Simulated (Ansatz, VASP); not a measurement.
## W4O: VASP beside Ansatz

One calculation is typed for both programs; each brings its own data sets. How far apart do they land? Of the first pair: The structure shown is the start of the Ansatz relaxation below; VASP solves that cell, so the two are compared at the walk's first step.

Main program and level: Ansatz 0.2.0; plane waves, with VASP 6.6.1 beside it; PBE.

## (1) The structure

The cell holds 5 atoms: 4 W and 1 O. Cell: a = 3.184 Å, b = 2.758 Å, c = 23.068 Å, α = 90.0°, β = 90.0°, γ = 54.7°. It derives from W. Vacuum lies along c.

## (2) Ansatz: relaxation, PBE

Ansatz runs on its PAW soft_1 files.

The two programs are compared at the cell with which this relaxation starts, whose forces are those of its first step.

The input, input.yaml:

```yaml
crystal:
  lattice:
    - [3.1843584701, 0.0, 0.0]
    - [1.5921792351, 2.2516829784, 0.0]
    - [0.0, 0.0, 23.0680653393]
  atoms:
    - { symbol: W, position: [0.5, 0.0, 0.326597] }
    - { symbol: W, position: [0.0, 0.0, 0.424208] }
    - { symbol: W, position: [0.5, 0.0, 0.521818] }
    - { symbol: W, position: [0.0, 0.0, 0.619428] }
    - { symbol: O, position: [0.375, 0.25, 0.673403] }
  periodic: [true, true, false]
kpoints:
  mp_grid: { grid: [12, 12, 1] }
hamiltonian:
  xc: pbe
  pseudopotentials: { kind: paw, azcp: { folder: soft_1 } }
scf:
  occupations: { method: methfessel_paxton, width: 0.15 }
output:
  forces: true
  eigenvalues: true
relax:
  adjacent_minimum: "off"
  f_tol: 0.003
  max_steps: 120
  constraints: [{ sites: [0, 1] }]
```

Started as:

```
ansatz run input.yaml --threads 8 --pin off --max-ram 20480MiB --backend cpu --events-out ev --progress --plain --runs-dir out
```

Numbers of over 12 decimals in the logs are rounded to 6 here.

Log:

```text
Warning: crystal.periodic: the lattice vector that does not repeat stood 0.000° off the slab's normal, 23.068 Å along it as the deck builds it. The run solves the slab on a vector along the normal, 39.800 Å long, with every atom where it was (on the deck's vector they left 15.07 Å outside them, and the widest stretch free of ions among them is 2.25 Å). A fractional position that the run reports is one of the run's ce [...]
The last accepted step is kept in <dir> (removed where the run ends without a failure and the disk answers)
crystal.periodic: the lattice vector that does not repeat stood 0.000° off the slab's normal, 23.068 Å along it as the deck builds it. The run solves the slab on a vector along the normal, 39.800 Å long, with every atom where it was (on the deck's vector they left 15.07 Å outside them, and the widest stretch free of ions among them is 2.25 Å). A fractional position that the run reports is one of the run's cell, which [...]
Engine: ansatz 0.2.0, aarch64-unknown-linux-gnu
Pseudopotentials: kind: paw
Pseudopotential: W, paw, valence charge 14, recommended cutoff 420 eV (normal), soft_1/W.paw.azcp
Pseudopotential: O, paw, valence charge 6, recommended cutoff 420 eV (normal), soft_1/O.paw.azcp
Functional definition: PBE
  parameter kappa = 0.804
  parameter beta = 0.066725
  exchange = pbe_x(kappa = kappa, mu = beta*pi^2/3)
  correlation = pbe_c(beta = beta)
Crystal: 5 atoms, lattice volume = 285.375 Å³
Basis set: ecut = 420 eV, 5651 PW (Γ), exchange–correlation on 48×40×540 points (8 copies of the dense FFT grid, shifted against one another)
Bands: 38, of which v1, the nominal top of the filled ones, is band 31 counted from 1 (30 counted from 0)
Symmetry: 2 space group operations
Space group: Cm (ITA 8), of the structure as read, at distance tolerance 6.6e-5 Å
k-points: 43 of 144 (time reversal used)
Non-local potential: W, projectors of the file, l = 0: 3, l = 1: 2, l = 2: 2, l = 3: 1
Non-local potential: O, projectors of the file, l = 0: 2, l = 1: 2, l = 2: 1
PAW form: soft (Blöchl's): semilocal exchange-correlation on the pseudo side does not see the compensation charge
PAW one-centre angular grid: W, 590 points (default); XC on 64 Gauss nodes
PAW one-centre angular grid: O, 110 points (default); XC on 64 Gauss nodes
Initial density: superposition of atomic densities (neutral atoms: chi_scale 0, normalization atom)
Initial wavefunctions: pseudopotential atomic-orbital guess
Functional: x = pbe(κ = 0.804, μ = 0.219515), c = pbe(β = 0.066725)
SCF iter   1: F=—  HF=-42111.915219 eV  |F-HF|=—  |Δ(HF+E_count)|=         —  Δρ=5.13e-2  dr2=1.69e1  ethr=3.10e-3  ⟨swp⟩=12.7  Hψ=11890  notcnv=0
[...]
SCF iter   2: F=—  HF=-42109.587868 eV  |F-HF|=—  |Δ(HF+E_count)|=   6.54e-3  S|Δr|=    0.00e0  Δρ=1.46e-3  dr2=9.07e-3  ethr=1.11e-4  ⟨swp⟩=4.3  Hψ=4249  notcnv=0  defer=58
SCF iter   3: F=—  HF=-42109.585792 eV  |F-HF|=—  |Δ(HF+E_count)|=   2.08e-3  S|Δr|=    0.00e0  Δρ=4.86e-4  dr2=2.28e-3  ethr=1.46e-5  ⟨swp⟩=3.2  Hψ=3447  notcnv=0  defer=58
SCF iter   4: F=—  HF=-42109.585352 eV  |F-HF|=—  |Δ(HF+E_count)|=   4.40e-4  S|Δr|=    0.00e0  Δρ=1.23e-4  dr2=4.51e-5  ethr=3.67e-6  ⟨swp⟩=4.0  Hψ=3710  notcnv=0  defer=58
SCF iter   5: F=-42109.585343 eV  HF=-42109.585342 eV  |F-HF|=3.58e-7  |Δ(HF+E_count)|=   9.91e-6  S|Δr|=    0.00e0  Δρ=2.70e-5  dr2=1.56e-6  ethr=5.30e-8  ⟨swp⟩=20.0  Hψ=11461  notcnv=0
SCF 3 converged in 5 iterations: F = -42109.585343 eV  dr2 = 1.56e-6
relax step   3: F+E_penalty+E_count = -42109.58534252 eV  Δ(F+E_penalty+E_count) = -4.769e-2 eV  max|allowed force component| = 2.342e-1 eV/Å  Δτ_max = 0.1010 Å  (5 SCF iters, dr2 threshold 3.29e-5 eV, accepted)
[...]
relax step   4: F+E_penalty+E_count = -42109.58837140 eV  Δ(F+E_penalty+E_count) = -3.029e-3 eV  max|allowed force component| = 1.114e-1 eV/Å  Δτ_max = 0.0506 Å  (5 SCF iters, dr2 threshold 5.72e-6 eV, accepted)
[...]
relax step   5: F+E_penalty+E_count = -42109.58927017 eV  Δ(F+E_penalty+E_count) = -8.988e-4 eV  max|allowed force component| = 2.456e-2 eV/Å  Δτ_max = 0.0147 Å  (5 SCF iters, dr2 threshold 1.29e-6 eV, accepted)
[...]
relax step   6: F+E_penalty+E_count = -42109.58928695 eV  Δ(F+E_penalty+E_count) = -1.678e-5 eV  max|allowed force component| = 1.283e-3 eV/Å  Δτ_max = 0.0016 Å  (4 SCF iters, dr2 threshold 3.77e-8 eV, accepted)
[...]
relax step   7: F+E_penalty+E_count = -42109.58928696 eV  Δ(F+E_penalty+E_count) = -9.917e-9 eV  max|allowed force component| = 1.201e-3 eV/Å  Δτ_max = 0.0000 Å  (3 SCF iters, accepted)
SCF converged after 3 iterations
Stability not checked: this state was not tested for a lower state beside it, because cold or Methfessel-Paxton smearing, or corrected tetrahedra, fill the levels in a way that the test cannot read (fill_not_monotonic; see scf.lower_state_search)
Free energy (F): -42109.589287 eV
Harris-Foulkes:  -42109.589287 eV  (|F-HF|=1.22e-9)
Internal energy: -42109.589882 eV  (E = F + TS)
E sigma→0 (E₀):  -42109.589436 eV
Entropy (-TS):   0.000595 eV (0.119 meV/atom)
Fermi energy:    -5.597286 eV
--- Per-component energies (eV) ---
  E_band       = -2001.672005
  E_kinetic    = 1847.240285
  E_local      = -329284.709549  (includes V_loc(G=0)·N_el)
  E_nonlocal   = -49.051734
  E_hartree    = 163593.892848
  E_xc         = -1138.411367
  E_vxc        = -1011.432360  (∫ρ·V_xc dr)
  E_paw        = -34472.882611  (= ΣΔE_a)
  E_vpaw       = -691.506217  (= ΣTr[D̂ρ^β])
  E_aug_tail   = 0.001353  (compensation charges beyond the density's cutoff)
  E_ewald      = 157394.330892
  E_smearing   = 0.000595  (= −TS)
  E_closure    = 0.000000  (closes the sum)
  Σ components = -42109.589287   (vs F -42109.589287, Δ=0.00e0)
--- Forces (eV/Å), atoms counted from 1 ---
  atom   1  W      0.00000000     0.00915525     0.73217046
  atom   2  W     -0.00000000    -0.00918436    -0.73206507
  atom   3  W      0.00000000     0.00001379    -0.00030136
  atom   4  W     -0.00000000    -0.00043544     0.00120118
  atom   5  O      0.00000000     0.00044519    -0.00100743
  max |Σ_I F_I| component: 5.58e-6 eV/Å
--- Band table (eV; the first three rows and the last of 43) ---
  k-point 0: bands = [... 27 lower, -7.0363, -6.9726, -6.9058, -6.0988, -5.9193, -5.4971, -4.3127, -3.9941, ... 3 higher]
  k-point 1: bands = [... 27 lower, -7.1756, -6.8502, -6.7249, -6.2061, -6.0370, -5.9864, -4.7504, -4.4700, ... 3 higher]
  k-point 2: bands = [... 27 lower, -6.9685, -6.9534, -6.8157, -6.4375, -5.9725, -5.7249, -5.6949, -5.2732, ... 3 higher]
  k-point 42: bands = [... 27 lower, -7.7702, -7.3150, -6.9833, -6.5085, -5.7942, -4.6649, -4.1569, -3.6032, ... 3 higher]
--- Relaxed structure (7 steps of the walk, 7 accepted, 0 SCFs on fresh bases) ---
  F+E_penalty+E_count = -42109.58928696 eV   max|allowed force component| = 1.201e-3 eV/Å
  cell:  # Å, volume = 285.3747 Å³
    - [3.1843584701, -3.535522752937457e-11, 0.0]
    - [1.592179235075, 2.251683, 0.0]
    - [0.0, 0.0, 39.800287]
  atoms:
    - { symbol: W, position: [0.500000, 0, 0.189294] }
    - { symbol: W, position: [0.0, 0.0, 0.245869] }
    - { symbol: W, position: [0.506529, -0.013058, 0.302817] }
    - { symbol: W, position: [0.025044, -0.050089, 0.359198] }
    - { symbol: O, position: [0.383585, 0.232830, 0.389319] }
```

## (3) VASP: single point, PBE, start cell, pair 1

The same cell, functional, mesh and smearing now go to VASP, with its own data sets.

Lines of VASP's logs that name or quote its potential files are left out, and so is its time.

The input, INCAR:

```
SYSTEM = W4O
PREC = Accurate
ENCUT = 520
EDIFF = 1E-06
NELM = 120
ISMEAR = 1
SIGMA = 0.15
LREAL = .FALSE.
ALGO = Normal
GGA = PE
NBANDS = 21
LASPH = .TRUE.
LORBIT = 11
LWAVE = .FALSE.
LCHARG = .FALSE.
ISIF = 2
LDIPOL = .TRUE.
IDIPOL = 3
DIPOL = 0.5 0.5 0.516
LVHAR = .TRUE.
GGA_COMPAT = .FALSE.
NELMDL = -8
KPAR = 2
```

The input, POSCAR:

```
W4O
1.0
    3.1843584701      0.0000000000      0.0000000000
    1.5921792351      2.2516829784      0.0000000000
    0.0000000000      0.0000000000     23.0680653393
W O
4 1
Direct
    0.4999999262      0.0000000000      0.3265970028
    0.9999999262      0.0000000000      0.4242080060
    0.4999999262      0.0000000000      0.5218180122
    0.9999999262      0.0000000000      0.6194280183
    0.3749998695      0.2500001134      0.6734029825
```

The input, KPOINTS:

```
Automatic mesh
0
Gamma
12 12 1
0 0 0
```

Potentials, in the order of the species: W and O (PBE family, release 64).

Started as:

```
mpirun -np 2 vasp_std
```

Log:

```text
[banner, memory and clock lines left out]
running    2 mpi-ranks, on    1 nodes
 distrk:  each k-point on    1 cores,    2 groups
 distr:  one band on    1 cores,    1 groups

 POSCAR found type information on POSCAR W O
 POSCAR found :  2 types and       5 ions
 LDA part: xc-table for (Slater+PW92), standard interpolation
 POSCAR, INCAR and KPOINTS ok, starting setup
 FFT: planning ... GRIDC
 FFT: planning ... GRID_SOFT
 FFT: planning ... GRID
 WAVECAR not read
 entering main loop
       N       E                     dE             d eps       ncg     rms          rms(c)
DAV:   1     0.181289979052E+03    0.18129E+03   -0.12174E+04  1806   0.117E+03
DAV:   2    -0.402580554497E+02   -0.22155E+03   -0.20998E+03  2596   0.286E+02
DAV:   3    -0.617330229826E+02   -0.21475E+02   -0.20397E+02  2306   0.846E+01
DAV:   4    -0.627348433225E+02   -0.10018E+01   -0.97625E+00  2821   0.169E+01
DAV:   5    -0.627757834550E+02   -0.40940E-01   -0.40103E-01  2655   0.255E+00
DAV:   6    -0.627773185026E+02   -0.15350E-02   -0.15215E-02  2986   0.439E-01
DAV:   7    -0.627774031211E+02   -0.84618E-04   -0.84508E-04  2677   0.558E-02
DAV:   8    -0.627774099224E+02   -0.68013E-05   -0.68003E-05  2453   0.813E-03    0.417E+01
DAV:   9    -0.603520162746E+02    0.24254E+01   -0.29101E+01  2932   0.323E+01    0.212E+01
DAV:  10    -0.160207636046E+03   -0.99856E+02   -0.92324E+02  3486   0.139E+02    0.369E+01
DAV:  11    -0.598440871566E+02    0.10036E+03   -0.45914E+02  3277   0.761E+01    0.171E+01
DAV:  12    -0.583275211605E+02    0.15166E+01   -0.14857E+02  3024   0.507E+01    0.711E+00
DAV:  13    -0.578756731412E+02    0.45185E+00   -0.16411E+01  2723   0.241E+01    0.398E+00
DAV:  14    -0.579568504425E+02   -0.81177E-01   -0.14422E+00  2693   0.718E+00    0.291E+00
[...]
DAV:  27    -0.578802398991E+02   -0.17458E-04   -0.71404E-06  2362   0.165E-02    0.101E-02
DAV:  28    -0.578802490162E+02   -0.91171E-05   -0.20908E-06  1645   0.716E-03    0.510E-03
DAV:  29    -0.578802679915E+02   -0.18975E-04   -0.18815E-06  1608   0.894E-03    0.264E-03
DAV:  30    -0.578802757372E+02   -0.77457E-05   -0.11574E-06  1567   0.614E-03    0.143E-03
DAV:  31    -0.578802807625E+02   -0.50253E-05   -0.57868E-07  1391   0.434E-03    0.292E-03
DAV:  32    -0.578802836022E+02   -0.28397E-05   -0.29745E-07  1179   0.312E-03    0.110E-03
DAV:  33    -0.578802847009E+02   -0.10987E-05   -0.21632E-07  1153   0.265E-03    0.670E-04
DAV:  34    -0.578802851139E+02   -0.41305E-06   -0.12111E-07  1113   0.210E-03
   1 F= -.57880285E+02 E0= -.57880457E+02  d E =0.514747E-03
```

OUTCAR, selected parts (step 3):

```text
ion  position               nearest neighbor table
   1  0.500  0.000  0.327-   2 2.76   2 2.76   2 3.18   2 3.18
   2  1.000  0.000  0.424-   3 2.76   3 2.76   1 2.76   1 2.76   3 3.18   3 3.18   1 3.18   1 3.18

  LATTYP: Found a base centered orthorhombic cell.
 ALAT       =     3.1843584701
 B/A-ratio  =     1.4142145110
 C/A-ratio  =     7.2441798108

 Subroutine GETGRP returns: Found  2 space group operations
 (whereof  2 operations were pure point group operations)

The static configuration has the point symmetry C_1h.

 Found     43 irreducible k-points:

   k-points           NKPTS =     43   k-points in BZ     NKDIM =     43   number of bands    NBANDS=     21

   dimension x,y,z NGX =    24 NGY =   24 NGZ =  180
   dimension x,y,z NGXF=    48 NGYF=   48 NGZF=  360

   ENCUT  =  520.0 eV  38.22 Ry    6.18 a.u.   5.92  5.13 42.89*2*pi/ulx,y,z

   NELECT =      30.0000    total number of electrons

 k-points in reciprocal lattice and weights: Automatic mesh
   0.00000000  0.00000000  0.00000000       0.007
   0.08333333  0.00000000  0.00000000       0.028
   0.16666667 -0.00000000  0.00000000       0.028
   0.25000000 -0.00000000  0.00000000       0.028
   0.33333333 -0.00000000  0.00000000       0.028
   0.41666667  0.00000000  0.00000000       0.028
   0.50000000 -0.00000000  0.00000000       0.014
   0.00000000  0.08333333  0.00000000       0.014
   0.16666667  0.08333333  0.00000000       0.014
[...]
-0.08333333  0.41666667  0.00000000       0.028
   0.00000000  0.50000000  0.00000000       0.007

 dipolmoment           0.000000      0.000000      0.066713 electrons x Angstroem

 average (electrostatic) potential at core
       1 -45.8050       2 -45.8898       3 -45.8271       4 -46.6193       5 -76.2735

 E-fermi :  -0.0742

 k-point     1 :       0.0000    0.0000    0.0000
  band No.  band energies     occupation
    ...
     12      -1.4772      2.00000
     13      -1.4446      2.00000
     14      -1.3755      2.00000
     15      -0.7290      2.00000
     16      -0.5154      2.00026
     17       0.0553     -0.00900
     18       1.1773     -0.00000
     19       1.5666     -0.00000
     20       1.7246     -0.00000
     21       1.8209     -0.00000

 k-point     2 :       0.0833    0.0000    0.0000
  band No.  band energies     occupation
    ...
     13      -1.5404      2.00000
     14      -1.2699      2.00000
     15      -0.8870      2.00000
     16      -0.3510      2.02546
     17      -0.1227      1.51770
     18       1.2010     -0.00000
     19       1.4441     -0.00000
     20       1.5541     -0.00000
     21       1.7974     -0.00000

 k-point     3 :       0.1667   -0.0000    0.0000
  band No.  band energies     occupation
    ...
     12      -1.9043      2.00000
     13      -1.8078      2.00000
     14      -1.3925      2.00000
     15      -1.0643      2.00000
     16      -0.3179      2.04382
     17       0.3430     -0.00060
     18       1.0929     -0.00000
     19       1.3905     -0.00000
     20       1.4624     -0.00000
     21       1.8816     -0.00000

  Total       -7.0142231     -2.4247091     -3.8948382     -0.0000000      0.1740905      0.0000000
  in kB      -67.9437928    -23.4871246    -37.7276392     -0.0000000      1.6863401      0.0000000
  external PRESSURE =     -43.0528522 kB  Pullay stress =       0.0000000 kB

  energy-cutoff  :      520.00
  volume of cell :      165.40
      direct lattice vectors                 reciprocal lattice vectors
     3.184358470  0.000000000  0.000000000     0.314034996 -0.222056126  0.000000000
     1.592179235  2.251682978  0.000000000     0.000000000  0.444112253  0.000000000
     0.000000000  0.000000000 23.068065339     0.000000000  0.000000000  0.043349973

 POSITION                                       TOTAL-FORCE (eV/Angst)
 -----------------------------------------------------------------------------------
      1.59218      0.00000      7.53396         0.000000      0.011346      0.914958
      3.18436      0.00000      9.78566         0.000000      0.072618     -0.858651
      1.59218      0.00000     12.03733         0.000000      0.142863      0.098762
      3.18436      0.00000     14.28901        -0.000000     -0.949434      0.890822
      1.59218      0.56292     15.53410         0.000000      0.722606     -1.045891
 -----------------------------------------------------------------------------------
    total drift:                                0.000283     -0.000289     -0.000475

  FREE ENERGIE OF THE ION-ELECTRON SYSTEM (eV)
  ---------------------------------------------------
  free  energy   TOTEN  =       -57.8802851139 eV

  energy  without entropy=      -57.8807998606  energy(sigma->0) =      -57.88045670

 vacuum level on the upper side and lower side of the slab         6.530         4.846

 total charge
# of ion       s       p       d       tot
------------------------------------------
    1        0.666   0.510   4.005   5.181
    2        0.664   0.689   4.124   5.478
    3        0.668   0.693   4.146   5.507
    4        0.613   0.754   4.120   5.487
    5        1.586   3.371   0.000   4.957
--------------------------------------------------
tot          4.197   6.018  16.395  26.609

[... 3 further parts left out ...]
```

This run has no spin polarisation, so a moment on W, if there is one, isn't seen. The data set W keeps the semicore shell frozen, which is cheaper and a little less accurate.

## (4) Comparison

Known differences besides the potentials themselves: Ansatz cuts the interaction across the vacuum, VASP repeats the sheet with a dipole correction (LDIPOL); the data sets hold 62 valence electrons in Ansatz (on its PAW soft_1 files) and 30 in VASP; the cutoff is 420 eV in Ansatz and 520 eV in VASP. Total energies have different zeros and are not compared.

Forces (eV/Å; atoms numbered as in POSCAR):

| atom | Ansatz x, y, z | VASP x, y, z |
| --- | --- | --- |
| W1 | 0.000, 0.012, 0.741 | 0.000, 0.011, 0.915 |
| W2 | 0.000, 0.073, -0.835 | 0.000, 0.073, -0.859 |
| W3 | 0.000, 0.143, 0.091 | 0.000, 0.143, 0.099 |
| W4 | 0.000, -0.966, 1.100 | 0.000, -0.949, 0.891 |
| O5 | 0.000, 0.738, -1.097 | 0.000, 0.723, -1.046 |

The forces differ by 72 meV/Å r.m.s., which is 12.6 % of the r.m.s. force of 0.573 eV/Å (both taken over all components). Where the cell holds vacuum, a pressure given here is an average over it and none of the material.

## (5) Other set-ups

Further runs change the set-up of one program: Ansatz's method, potentials or start, or VASP's data sets, cutoff or form of LDA. The table gives that difference for each run.

| run | r.m.s. force difference (meV/Å) |
| --- | --- |
| as above | 72 |
| VASP with the data sets W_sv and O | 51 |

## (6) Ansatz: relaxation, PBE

This run makes the geometry at which the two programs are then compared.

The structure compared here is the end of the Ansatz relaxation.

This is the run of step 2 again, met here at its other cell.

[end of part 1 of 2]

[Lines on the potential files, build, host, timing and source positions are cut from VASP's logs without a mark.]

[Logs are printed without paths, hosts, clocks, repeated set-up lines and the standing remarks that a program may print on its own settings, such as how far it seeks lower states.]

[Hosts, paths, dates, database ids (printed as entryN), source tags and the programs' standing remarks are cut or masked in the printed files.]
